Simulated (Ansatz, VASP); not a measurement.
## Sr3Si2 in VASP and in Ansatz

INCAR

```
SYSTEM = Sr3Si2
  ALGO = Normal
  EDIFF = 1E-6
  EDIFFG = -0.04
  ENCUT = 600
  GGA = PE
  IBRION = 2
  ISIF = 3
  ISMEAR = 0
  LASPH = .True.
  LCHARG = .False.
  LREAL = .False.
  LWAVE = .False.
  NELM = 60
  NSW = 90
  PREC = Accurate
  SIGMA = 0.1
```

KPOINTS

```
k-points
0
Gamma
  3 3 4
  0 0 0
```

Contents of POSCAR:

```
Sr3Si2
1.0
    6.0552059011      0.0000000000      0.0000000000
   -3.0276029506      5.2439621355      0.0000000000
    0.0000000000      0.0000000000      4.2641378195
Sr Si
3 2
Direct
    0.5000000000      0.0000000000      0.5000000000
    0.0000000000      0.5000000000      0.5000000000
    0.5000000000      0.5000000000      0.5000000000
    0.6666666667      0.3333333333      0.1250000000
    0.3333333333      0.6666666667      0.1250000000
```

Input for Ansatz:

```yaml
crystal:
  lattice:
    - [6.0552059011, 0.0, 0.0]
    - [-3.0276029506, 5.2439621355, 0.0]
    - [0.0, 0.0, 4.2641378195]
  atoms:
    - { symbol: Sr, position: [0.5, 0.0, 0.5] }
    - { symbol: Sr, position: [0.0, 0.5, 0.5] }
    - { symbol: Sr, position: [0.5, 0.5, 0.5] }
    - { symbol: Si, position: [0.6666666667, 0.3333333333, 0.125] }
    - { symbol: Si, position: [0.3333333333, 0.6666666667, 0.125] }
basis:
  ecutwfc: 420
kpoints:
  mp_grid: { grid: [3, 3, 4] }
hamiltonian:
  xc: pbe
scf:
  occupations: { method: gaussian, width: 0.1 }
  lower_state_search: "off"
output:
  forces: true
  stress: true
  eigenvalues: true
relax:
  adjacent_minimum: "off"
  f_tol: 0.04
  max_steps: 70
  cell: { stress_tol: 0.4 }
```

Alike in both runs: task relaxation of cell and atoms; functional PBE; k mesh 3 × 3 × 4; occupations gaussian, width 0.1 eV; no spin polarisation.

|  | VASP | Ansatz |
| --- | --- | --- |
| version | VASP 6.6.1 | Ansatz 0.2.0 |
| potentials or method | VASP PAW PBE potentials, release 64 (Sr_sv, Si) | scalar-relativistic, plane waves, PAW |
| plane-wave cutoff (eV) | 600 | 420 |
| valence electrons in the cell | 38 | 38 |

```csv
,VASP,Ansatz,Ansatz less VASP
"gap on the k mesh at the Fermi level, each at its own relaxed structure (eV)",none,none,-
relaxed volume (Å³/atom),50.56,50.30,-0.263
relaxed cell length with the largest relative difference (Å),3.904,3.872,-0.0324
energy change over the relaxation (meV/atom),-2350,-2323,+27.4
```

A gap of «none» marks a metal or a gap that the smearing closes.

Caveats: the k mesh is coarse (spacing up to 0.40 Å⁻¹), so the values aren't converged; the volume moved by over 15 % at a fixed basis, so the end points are rough (VASP).
